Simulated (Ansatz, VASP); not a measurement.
# MgB: VASP beside Ansatz, part 2 of 2

One calculation is typed for both programs; each brings its own data sets and cutoff. How far apart do they land? The cell is invented: As first built, before any earlier steps moved the atoms (in the runner's words): it takes the MgAl structure with some of its atoms replaced by other elements, volume scaled by an estimate. It may not be a known or stable phase. The cell is taken from a series of VASP runs on this material, whose earlier steps may have relaxed, scaled or displaced it; both programs get it as it stands.

VASP 6.6.1 and Ansatz 0.2.0.

So far: Starting point; Ansatz: band structure, HSE06.

## 3. VASP: band structure, HSE06

Level of this step: HSE06; plane waves and PAW (Mg, B); invented cell (VASP).

The same cell, functional, mesh and smearing now go to VASP, with its own data sets and cutoff.

Lines of VASP's logs that name or quote its potential files are left out, and so is its time.

The run reads the wave functions of an earlier VASP run, which isn't shown here.

Input file INCAR:

```
SYSTEM = MgB
PREC = Accurate
ENCUT = 420
EDIFF = 1E-06
NELM = 100
ISMEAR = -1
SIGMA = 0.05
LREAL = .FALSE.
ALGO = Normal
LHFCALC = .TRUE.
AEXX = 0.25
GGA = PE
HFSCREEN = 0.2
LASPH = .TRUE.
PRECFOCK = Fast
LORBIT = 11
LWAVE = .FALSE.
LCHARG = .FALSE.
```

Input file POSCAR:

```
MgB
1.0
    2.9172768617      0.0000000000      0.0000000000
   -1.4586384309      2.5264355560      0.0000000000
    0.0000000000      0.0000000000      3.5750154871
Mg B
1 1
Direct
    0.6666666700      0.3333333300      0.5000000000
    0.0000000000      0.0000000000      0.0000000000
```

Input file KPOINTS:

```
Automatic mesh
0
Gamma
5 5 4
0 0 0
```

Input file KPOINTS_OPT:

```
Line mode
10
Line-mode
Reciprocal
  0.00000000   0.00000000   0.00000000 GAMMA
  0.50000000   0.00000000   0.00000000 M

  0.50000000   0.00000000   0.00000000 M
  0.33333333   0.33333333   0.00000000 K

  0.33333333   0.33333333   0.00000000 K
  0.00000000   0.00000000   0.00000000 GAMMA

  0.00000000   0.00000000   0.00000000 GAMMA
  0.00000000   0.00000000   0.50000000 A

  0.00000000   0.00000000   0.50000000 A
  0.50000000   0.00000000   0.50000000 L

  0.50000000   0.00000000   0.50000000 L
  0.33333333   0.33333333   0.50000000 H

  0.33333333   0.33333333   0.50000000 H
  0.00000000   0.00000000   0.50000000 A

  0.50000000   0.00000000   0.50000000 L
  0.50000000   0.00000000   0.00000000 M

  0.33333333   0.33333333   0.00000000 K
  0.33333333   0.33333333   0.50000000 H
```

Potentials, in the order of the species: Mg and B (PBE family, release 64).

On the command line:

```console
$ mpirun -np 1 vasp_std
```

Numbers of over 12 decimals in the logs are rounded to 6 here.

Log:

```text
[banner, memory and clock lines left out]
running    1 mpi-ranks, on    1 nodes
 distrk:  each k-point on    1 cores,    1 groups
 distr:  one band on    1 cores,    1 groups

 POSCAR found type information on POSCAR MgB
 POSCAR found :  2 types and       2 ions
 LDA part: xc-table for (Slater+PW92), standard interpolation
 found WAVECAR, reading the header
 POSCAR, INCAR and KPOINTS ok, starting setup
 FFT: planning ... GRIDC
 FFT: planning ... GRID_SOFT
 FFT: planning ... GRID
 reading WAVECAR
 the WAVECAR file was read successfully
 initial charge from wavefunction
 entering main loop
       N       E                     dE             d eps       ncg     rms          rms(c)
DAV:   1    -0.664040550820E+01   -0.66404E+01   -0.24587E-01   186   0.397E+00    0.273E-01
DAV:   2    -0.664053202779E+01   -0.12652E-03   -0.40620E-03   228   0.508E-01    0.161E-01
DAV:   3    -0.664001840004E+01    0.51363E-03   -0.14444E-03   204   0.232E-01    0.833E-02
DAV:   4    -0.663995487563E+01    0.63524E-04   -0.29723E-04   210   0.112E-01    0.454E-02
DAV:   5    -0.663993743452E+01    0.17441E-04   -0.29967E-05   234   0.393E-02    0.262E-02
DAV:   6    -0.663992958039E+01    0.78541E-05   -0.30706E-06   234   0.139E-02    0.154E-02
DAV:   7    -0.663992666299E+01    0.29174E-05   -0.11804E-06   144   0.790E-03    0.904E-03
DAV:   8    -0.663992574831E+01    0.91468E-06   -0.52864E-07   120   0.537E-03
   1 F= -.66399257E+01 E0= -.66355537E+01  d E =-.874404E-02
 Start KPOINTS_OPT (optional k-point list driver)
k-point batch [1-15\90]
       N       E                     dE             ncg
DAV:   1     0.291004171346E+02   -0.15803E+04      180
DAV:   2    -0.679255800280E+02   -0.97026E+02      264
DAV:   3    -0.744189723578E+02   -0.64934E+01      240
DAV:   4    -0.745643159550E+02   -0.14534E+00      276
DAV:   5    -0.745659210561E+02   -0.16051E-02      276
DAV:   6    -0.745659349117E+02   -0.13856E-04      210
DAV:   7    -0.745659350227E+02   -0.11101E-06      258
[...]
k-point batch [76-90\90]
       N       E                     dE             ncg
DAV:   1     0.877596064173E+02   -0.29409E+04      180
DAV:   2    -0.355090816537E+01   -0.91311E+02      210
DAV:   3    -0.980048290796E+01   -0.62496E+01      210
DAV:   4    -0.987308926332E+01   -0.72606E-01      252
DAV:   5    -0.987382982916E+01   -0.74057E-03      234
DAV:   6    -0.987383463283E+01   -0.48037E-05      222
DAV:   7    -0.987383467618E+01   -0.43355E-07      210
```

OUTCAR, selected parts (step 3):

```text
ion  position               nearest neighbor table
   1  0.667  0.333  0.500-   2 2.46   2 2.46   2 2.46   2 2.46   2 2.46   2 2.46
   2  0.000  0.000  0.000-   1 2.46   1 2.46   1 2.46   1 2.46   1 2.46   1 2.46

  LATTYP: Found a hexagonal cell.
 ALAT       =     2.9172768617
 C/A-ratio  =     1.2254632168

 Subroutine GETGRP returns: Found 12 space group operations
 (whereof 12 operations were pure point group operations)

The static configuration has the point symmetry D_3h.

 Found     15 irreducible k-points:

   k-points           NKPTS =     15   k-points in BZ     NKDIM =    100   number of bands    NBANDS=      6

   dimension x,y,z NGX =    20 NGY =   20 NGZ =   24
   dimension x,y,z NGXF=    40 NGYF=   40 NGZF=   48

   ENCUT  =  420.0 eV  30.87 Ry    5.56 a.u.   4.87  4.87  5.97*2*pi/ulx,y,z

   NELECT =       5.0000    total number of electrons

 k-points in reciprocal lattice and weights: Automatic mesh
   0.00000000  0.00000000  0.00000000       0.010
   0.20000000 -0.00000000  0.00000000       0.060
   0.40000000 -0.00000000  0.00000000       0.060
   0.20000000  0.20000000  0.00000000       0.060
   0.40000000  0.20000000  0.00000000       0.060
   0.00000000  0.00000000  0.25000000       0.020
   0.20000000 -0.00000000  0.25000000       0.120
   0.40000000 -0.00000000  0.25000000       0.120
   0.20000000  0.20000000  0.25000000       0.120
[...]
0.20000000  0.20000000  0.50000000       0.060
   0.40000000  0.20000000  0.50000000       0.060

  exchange ACFDT corr.  =         0.00000000  see jH, gK, PRB 81, 115126

 average (electrostatic) potential at core
       1 -32.5760       2 -26.3879

 E-fermi :   3.8416

 k-point     1 :       0.0000    0.0000    0.0000
  band No.  band energies     occupation
      1      -7.8850      2.00000
      2       2.4277      2.00000
      3       6.5422      0.00000
      4       9.7346      0.00000
      5       9.7346      0.00000
      6      17.6328      0.00000

 k-point     2 :       0.2000   -0.0000    0.0000
  band No.  band energies     occupation
      1      -6.9508      2.00000
      2       3.2161      1.99999
      3       6.1119      0.00000
      4       7.5109      0.00000
      5       8.7291      0.00000
      6      15.1609      0.00000

 k-point     3 :       0.4000   -0.0000    0.0000
  band No.  band energies     occupation
      1      -4.2648      2.00000
      2       0.7067      2.00000
      3       5.0055      0.00000
      4       7.5464      0.00000
      5       9.6683      0.00000
      6      12.6247      0.00000

  energy-cutoff  :      420.00
  volume of cell :       26.35
      direct lattice vectors                 reciprocal lattice vectors
     2.917276862  0.000000000  0.000000000     0.342785429  0.197907284  0.000000000
    -1.458638431  2.526435556  0.000000000     0.000000000  0.395814569  0.000000000
     0.000000000  0.000000000  3.575015487     0.000000000  0.000000000  0.279719068

 POSITION                                       TOTAL-FORCE (eV/Angst)
 -----------------------------------------------------------------------------------
      1.45864      0.84215      1.78751         0.000000     -0.000000      0.000000
      0.00000      0.00000      0.00000        -0.000000      0.000000      0.000000
 -----------------------------------------------------------------------------------
    total drift:                               -0.000001      0.000002     -0.000000

  FREE ENERGIE OF THE ION-ELECTRON SYSTEM (eV)
  ---------------------------------------------------
  free  energy   TOTEN  =        -6.6399257483 eV

  energy  without entropy=       -6.6311817054  energy(sigma->0) =       -6.63555373

 total charge
# of ion       s       p       d       tot
------------------------------------------
    1        0.193   0.189   0.043   0.425
    2        0.798   0.772   0.000   1.570
--------------------------------------------------
tot          0.991   0.960   0.043   1.994

[... 3 further parts left out ...]
```

The k-mesh is coarse for exact exchange; levels may shift by about 0.1 eV on a finer one.

## 4. Differences

Known differences besides the potentials themselves: exact exchange at q = 0 is treated differently, which shows on coarse meshes; VASP keeps PBE cores, Ansatz makes them for the functional; the data sets hold 13 valence electrons in Ansatz (default PAW (the set named soft_2) files) and 5 in VASP; VASP takes a coarser grid for exact exchange (PRECFOCK = Fast). Total energies have different zeros and are not compared.

Levels from 3 eV below to 2 eV above the Fermi level differ by 4 meV r.m.s. and 9 meV at most; each VASP level is matched to the nearest of Ansatz, which flatters the figure a little.

## 5. Summary of results

| Quantity | Value |
| --- | --- |
| r.m.s. difference of levels near the Fermi level (band structure, HSE06) | 4.2 meV |

**Reading.** The r.m.s. difference of levels near the Fermi level is 4.2 meV (band structure, HSE06), within the 80 meV picked in this series as the mark of a large difference. Such differences can come from data sets, numerical settings and the points named under the comparisons, not from the functional's error against experiment.

[Lines on the potential files, build, host, timing and source positions are cut from VASP's logs without a mark.]

[Logs are printed without paths, hosts, clocks, repeated set-up lines and the standing remarks that a program may print on its own settings, such as how far it seeks lower states.]

[Hosts, paths, dates, database ids (printed as entryN), source tags and the programs' standing remarks are cut or masked in the printed files.]
